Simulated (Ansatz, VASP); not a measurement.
**Two plane-wave programs on Si**

```
CELL_PARAMETERS angstrom
2.35951 0.00000 0.00000
0.00000 2.35951 0.00000
0.00000 0.00000 2.35951
ATOMIC_POSITIONS crystal
Si 0.00000 0.00000 0.00000
```

Change from the starting cell: volume scaled by 0.84, PAW files.

Alike in both runs: task single point; functional LDA; k mesh 16 × 16 × 16; occupations fermi-dirac, width 0.1 eV; no spin polarisation.

```csv
,VASP,Ansatz
version,VASP 6.6.1,Ansatz 0.2.0
potentials or method,"VASP PAW LDA potentials, release 64 (Si)","PAW with Ansatz's default frozen-core files, scalar-relativistic"
plane-wave cutoff (eV),520,420
valence electrons in the cell,4,4
```

Ansatz gave:

| Property | Result |
| --- | --- |
| pressure (GPa) | 27.4 |

**Question.** Estimate VASP's values.

**Answer.** Pressure (GPa): 27.6.

Caveats: so large a pressure means that the cell lies far from this level's equilibrium, or that cutoff or potentials fall short (VASP).
